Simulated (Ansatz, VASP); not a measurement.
# LiMg: VASP beside Ansatz, part 2 of 2

One calculation is typed for both programs; each brings its own data sets and cutoff. How far apart do they land?

VASP 6.6.1 and Ansatz 0.2.0.

So far: Starting point; VASP: single point, LDA.

**3. Ansatz: single point, LDA**

Level of this step: Ansatz beside VASP: Kohn-Sham DFT, plane waves, LDA (Ansatz).

Ansatz runs on its default PAW (the set named soft_2) files.

The same cell, functional (in two slightly different forms), mesh and smearing now go to Ansatz, which takes its cutoff from its data sets.

input.yaml

```yaml
crystal:
  lattice:
    - [3.55261, 0.0, 0.0]
    - [0.0, 4.7774750432, 0.0]
    - [0.0, 0.0, 24.5549500864]
  atoms:
    - { symbol: Li, position: [0.0, 0.5, 0.3054374] }
    - { symbol: Li, position: [0.0, 0.0, 0.4027187] }
    - { symbol: Li, position: [0.0, 0.5, 0.496240455] }
    - { symbol: Li, position: [0.0, 0.0, 0.5848217969] }
    - { symbol: Li, position: [0.0, 0.5, 0.6871431905] }
    - { symbol: Mg, position: [0.5, 0.0, 0.3054374] }
    - { symbol: Mg, position: [0.5, 0.5, 0.4027187] }
    - { symbol: Mg, position: [0.5, 0.0, 0.4946856337] }
    - { symbol: Mg, position: [0.5, 0.5, 0.5910676949] }
    - { symbol: Mg, position: [0.5, 0.0, 0.6746507325] }
hamiltonian:
  xc: lda
  pseudopotentials: { kind: paw }
kpoints:
  mp_grid: { grid: [8, 6, 1] }
scf:
  occupations: { method: methfessel_paxton, width: 0.1 }
  n_extra_bands: 6
efield:
  axis: 3
  dipole_correction: true
  ramp_width: 0.04
output:
  forces: true
  eigenvalues: true
```

On the command line:

```bash
> ansatz run input.yaml --threads 4 --pin off --max-ram 9216MiB --backend cpu --events-out ev --progress --plain --runs-dir out
```

Numbers of over 12 decimals in the logs are rounded to 6 here.

The log of the run:

```text
scf.n_extra_bands = 6 over 33 filled bands (N_el = 65.0): the run solves 39 bands
Engine: ansatz 0.2.0, aarch64-unknown-linux-gnu
Pseudopotentials: kind: paw
Pseudopotential: Li, paw, valence charge 3, recommended cutoff 420 eV (normal), Li.paw.azcp
Pseudopotential: Mg, paw, valence charge 10, recommended cutoff 420 eV (normal), Mg.paw.azcp
Functional definition: SPW92
  exchange = slater_x
  correlation = pw_c
Crystal: 10 atoms, lattice volume = 416.759 Å³
Basis set: ecut = 420 eV, 8071 PW (Γ)
Bands: 39, of which v1, the nominal top of the filled ones, is band 33 counted from 1 (32 counted from 0)
Symmetry: 4 space group operations
Space group: Pmm2 (ITA 25), of the structure as read, at distance tolerance 7.5e-5 Å
k-points: 20 of 48
Non-local potential: Li, projectors of the file, l = 0: 3, l = 1: 2, l = 2: 1
Non-local potential: Mg, projectors of the file, l = 0: 3, l = 1: 2, l = 2: 1
PAW form: soft (Blöchl's): semilocal exchange-correlation on the pseudo side does not see the compensation charge
PAW frozen core: Mg, regenerated for the run's functional, and the local potential with it (the file was generated under x = pbe(κ = 0.804, μ = 0.219515), c = pbe(β = 0.066725))
PAW one-centre angular grid: Li, 110 points (default); XC on 64 Gauss nodes
PAW one-centre angular grid: Mg, 110 points (default); XC on 64 Gauss nodes
Initial density: superposition of atomic densities (neutral atoms: chi_scale 0, normalization atom), corrected by the library's trained network
Initial wavefunctions: pseudopotential atomic-orbital guess
Functional: x = slater, c = lda
SCF iter   1: F=—  HF=-10515.456247 eV  |F-HF|=—  |Δ(HF+E_count)|=         —  Δρ=4.13e-3  dr2=1.71e-1  ethr=1.77e-3  p=0.011 e·Å  D=4.56e-3 V/Å  ΔV_dip=-0.11 eV  dr2_dipole=1.93e-4  V_vac-E_F(+/−)=3.48/3.59 eV  ⟨swp⟩=13.1  Hψ=4200  notcnv=0
efield: sawtooth ramp at fractional position 0.9763 (placed from the atoms, in the widest stretch of the axis that holds none; the zero of the levels goes with the place), width 0.0400; the density the first Hamiltonian is built on has a dipole p = 0.011 e·Å; the dipole correction subtracts the counter field D = 4.56e-3 V/Å, which shifts the + side's vacuum level by -0.11 eV against the − side's; the planar-averaged density in the ramp window peaks in size at 2.5e-5 e/Å³
preconditioner: auto → LDOS  [metal: Δε(μ)=0.054 eV  Ē_g=3.761 eV  σ=0.100 eV  W_gap=0.44  n_scr=50 (ndim 8)  ℏωp=7.0 eV  f_vac=0.459  D(μ)=1.95/eV (n_scr^D=6)  β→1.0]
SCF iter   2: F=—  HF=-10515.420881 eV  |F-HF|=—  |Δ(HF+E_count)|=   3.54e-2  S|Δr|=    0.00e0  Δρ=2.09e-3  dr2=1.84e-1  ethr=2.63e-4  p=0.016 e·Å  D=7.00e-3 V/Å  ΔV_dip=-0.17 eV  dr2_dipole=1.43e-4  V_vac-E_F(+/−)=3.68/3.85 eV  ⟨swp⟩=2.8  Hψ=1685  notcnv=0  defer=24
SCF iter   3: F=—  HF=-10515.401383 eV  |F-HF|=—  |Δ(HF+E_count)|=   1.95e-2  S|Δr|=    0.00e0  Δρ=2.26e-4  dr2=1.96e-3  ethr=2.63e-4  p=0.013 e·Å  D=5.80e-3 V/Å  ΔV_dip=-0.14 eV  dr2_dipole=1.19e-4  V_vac-E_F(+/−)=3.61/3.75 eV  ⟨swp⟩=2.0  Hψ=860  notcnv=0  defer=24
SCF iter   4: F=—  HF=-10515.401398 eV  |F-HF|=—  |Δ(HF+E_count)|=   1.57e-5  S|Δr|=    0.00e0  Δρ=9.36e-5  dr2=2.11e-4  ethr=3.01e-6  p=0.013 e·Å  D=5.47e-3 V/Å  ΔV_dip=-0.13 eV  dr2_dipole=1.42e-4  V_vac-E_F(+/−)=3.62/3.75 eV  ⟨swp⟩=1.9  Hψ=827  notcnv=0  defer=24
SCF iter   5: F=—  HF=-10515.401401 eV  |F-HF|=—  |Δ(HF+E_count)|=   2.16e-6  S|Δr|=    0.00e0  Δρ=3.40e-5  dr2=1.59e-4  ethr=3.24e-7  p=0.013 e·Å  D=5.76e-3 V/Å  ΔV_dip=-0.14 eV  dr2_dipole=1.20e-4  V_vac-E_F(+/−)=3.62/3.76 eV  ⟨swp⟩=1.8  Hψ=785  notcnv=0  defer=24
SCF iter   6: F=—  HF=-10515.401399 eV  |F-HF|=—  |Δ(HF+E_count)|=   1.16e-6  S|Δr|=    0.00e0  Δρ=1.91e-5  dr2=8.28e-6  ethr=2.44e-7  p=0.013 e·Å  D=5.64e-3 V/Å  ΔV_dip=-0.14 eV  dr2_dipole=4.17e-6  V_vac-E_F(+/−)=3.62/3.76 eV  ⟨swp⟩=1.0  Hψ=756  notcnv=0  defer=24
SCF iter   7: F=—  HF=-10515.401419 eV  |F-HF|=—  |Δ(HF+E_count)|=   1.92e-5  S|Δr|=    0.00e0  Δρ=5.26e-6  dr2=6.09e-7  ethr=1.27e-8  p=0.013 e·Å  D=5.61e-3 V/Å  ΔV_dip=-0.14 eV  dr2_dipole=3.01e-7  V_vac-E_F(+/−)=3.62/3.76 eV  ⟨swp⟩=2.0  Hψ=874  notcnv=0  defer=21
SCF iter   8: F=-10515.401419 eV  HF=-10515.401419 eV  |F-HF|=1.88e-8  |Δ(HF+E_count)|=   2.62e-8  S|Δr|=    0.00e0  Δρ=8.80e-7  dr2=1.61e-8  ethr=1.54e-10  p=0.013 e·Å  D=5.60e-3 V/Å  ΔV_dip=-0.14 eV  dr2_dipole=8.08e-9  V_vac-E_F(+/−)=3.62/3.76 eV  ⟨swp⟩=12.8  Hψ=3343  notcnv=0
SCF 1 converged in 8 iterations: F = -10515.401419 eV  dr2 = 1.61e-8
  greatest PAW one-centre occupation: 1.000 electrons in one spin orbital (limit 2), on the Mg atom at site 7 (counted from 0), in its partial waves of l = 1
SCF converged after 8 iterations
Stability not checked: this state was not tested for a lower state beside it, because cold or Methfessel-Paxton smearing, or corrected tetrahedra, fill the levels in a way that the test cannot read (fill_not_monotonic; see scf.lower_state_search)
Free energy (F): -10515.401419 eV
Harris-Foulkes:  -10515.401419 eV  (|F-HF|=1.88e-8)
Internal energy: -10515.406920 eV  (E = F + TS)
E sigma→0 (E₀):  -10515.402794 eV
Entropy (-TS):   0.005502 eV (0.550 meV/atom)
Fermi energy:    -0.073188 eV
Step filling:    the computed levels leave a gap of 0.0756 eV = 0.8 smearing widths at the electron count; against every level under it full and every level over it empty, smearing changes F+E_penalty+E_count by +2.537 meV and its σ→0 estimate by +1.162 meV
Dipole field:    D = 0.005518 V/Å  (p = 0.012709 e·Å, saw-weighted, corrected)
Work function:   Φ+ = 3.6230 eV   Φ− = 3.7585 eV
Levels:          The Fermi level and band energies are counted from a zero that moves with the ramp; work functions are not
--- Per-component energies (eV) ---
  E_band       = -2524.820705
  E_kinetic    = 482.286105
  E_local      = -36161.597466  (includes V_loc(G=0)·N_el)
  E_nonlocal   = 318.893700
  E_hartree    = 16642.545088
  E_xc         = -189.590356
  E_vxc        = -246.615547  (∫ρ·V_xc dr)
  E_paw        = -1449.998276  (= ΣΔE_a)
  E_vpaw       = -202.894850  (= ΣTr[D̂ρ^β])
  E_aug_tail   = 0.000076  (compensation charges beyond the density's cutoff)
  E_efield     = 0.000035  (sawtooth field / dipole correction)
  E_vefield    = 0.019606  (∫n·V_field dr)
  E_ewald      = 9841.301776
  E_core_change = 0.752397  (= ΣΔE_core)
  E_smearing   = 0.005502  (= −TS)
  E_closure    = 0.000000  (closes the sum)
  Σ components = -10515.401419   (vs F -10515.401419, Δ=0.00e0)
--- Forces (eV/Å), atoms counted from 1 ---
  atom   1  Li     0.00000000     0.00000000     0.01718522
  atom   2  Li     0.00000000     0.00000000    -0.10126328
  atom   3  Li     0.00000000     0.00000000     0.01341654
  atom   4  Li     0.00000000     0.00000000     0.02532925
  atom   5  Li     0.00000000     0.00000000    -0.02385210
  atom   6  Mg     0.00000000     0.00000000     0.27155636
  atom   7  Mg     0.00000000     0.00000000    -0.16915593
  atom   8  Mg     0.00000000     0.00000000    -0.02646365
  atom   9  Mg     0.00000000     0.00000000    -0.00884098
  atom  10  Mg     0.00000000     0.00000000     0.00209664
  max |Σ_I F_I| component: 8.08e-6 eV/Å
--- Band table (eV; the first three rows and the last of 20) ---
  k-point 0: bands = [... 29 lower, -1.2078, -0.4844, -0.1324, 0.1358, 1.1151, 1.2705, 1.9177, 2.4668, ... 2 higher]
  k-point 1: bands = [... 29 lower, -1.7902, -0.8396, -0.7529, 0.0391, 0.0815, 1.3674, 2.3332, 2.8257, ... 2 higher]
  k-point 2: bands = [... 29 lower, -2.8294, -1.5123, -1.1891, -0.3205, 0.0224, 0.6022, 1.5860, 2.6241, ... 2 higher]
  k-point 19: bands = [... 29 lower, -1.0345, -1.0328, -0.8407, -0.6530, -0.5612, -0.5563, 0.0501, 1.0679, ... 2 higher]
```

It took 6.8 s on 4 threads of Arm Neoverse V1, shared host; peak memory 0.73 GiB; 24 s of CPU time.

**4. Differences**

Known differences besides the potentials themselves: the two LDA forms differ slightly; the data sets hold 65 valence electrons in Ansatz (default PAW (the set named soft_2) files) and 55 in VASP; the cutoff is 420 eV in Ansatz and 500 eV in VASP (PREC = Normal); VASP's log shows a relativistic correction to its local exchange, Ansatz's none. Total energies have different zeros and are not compared.

Both answers:

```
                                   quantity  Ansatz  VASP  difference
 work function, lower of the two faces (eV)    3.62  3.62       +0.01
work function, higher of the two faces (eV)    3.76  3.76        0.00
```

Forces (eV/Å; atoms numbered as in POSCAR):

```
atom        Ansatz x, y, z          VASP x, y, z
 Li1   0.000, 0.000, 0.017   0.000, 0.000, 0.015
 Li2  0.000, 0.000, -0.101  0.000, 0.000, -0.103
 Li3   0.000, 0.000, 0.013   0.000, 0.000, 0.013
 Li4   0.000, 0.000, 0.025   0.000, 0.000, 0.026
 Li5  0.000, 0.000, -0.024  0.000, 0.000, -0.025
 Mg6   0.000, 0.000, 0.272   0.000, 0.000, 0.270
 Mg7  0.000, 0.000, -0.169  0.000, 0.000, -0.166
 Mg8  0.000, 0.000, -0.026  0.000, 0.000, -0.028
 Mg9  0.000, 0.000, -0.009  0.000, 0.000, -0.011
Mg10   0.000, 0.000, 0.002   0.000, 0.000, 0.009
```

The forces differ by 1.6 meV/Å r.m.s., which is 2.7 % of the r.m.s. force of 0.06 eV/Å (both taken over all components). VASP's log warns that it found no field-free region in the vacuum, so its work functions are uncertain.

**5. What came out**

```yaml
r_m_s_force_difference_single_point_lda: 1.6 meV/Å
```

**Reading.** The r.m.s. force difference is 1.6 meV/Å (single point, LDA), within the 12 meV/Å picked in this series as the mark of a large difference. Such differences can come from data sets, numerical settings and the points named under the comparisons, not from the functional's error against experiment.

[Lines on the potential files, build, host, timing and source positions are cut from VASP's logs without a mark.]

[Logs are printed without paths, hosts, clocks, repeated set-up lines and the standing remarks that a program may print on its own settings, such as how far it seeks lower states.]

[Hosts, paths, dates, database ids (printed as entryN), source tags and the programs' standing remarks are cut or masked in the printed files.]
